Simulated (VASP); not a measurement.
Given:

```xyz
6
Lattice="5.6301 0.0000 0.0000 -2.8150 4.8758 0.0000 0.0000 0.0000 5.3606" Properties=species:S:1:pos:R:3 pbc="T T T"
Mg     2.8150     1.6253     2.6803
Mg     0.0000     3.2505     2.6803
Sn     0.8722     4.8758     0.0000
Sn     0.9714     1.6826     0.0000
Sn     3.7865     3.1932     5.3606
Sn     2.8150     4.8758     2.6803
```

Level of theory: PBEsol GGA, VASP's PBE PAW potentials (set 64) (plane waves; VASP). Settings: 400 eV cut-off, Gaussian smearing of 0.050 eV, potentials Mg Sn_d.

Unless said otherwise, spin-orbit coupling is left out, though it shifts the bands of the heavy elements here.

Problem. Estimate the band gap (along the path) with the smallest direct gap where there is one.

Solution. 
```yaml
band gap (along the path): none (metal, semimetal or under 0.01 eV)
```

The structure comes from a computed database's MgSn2 entry (P-62m); how it stands against other phases isn't given here. It was relaxed first.
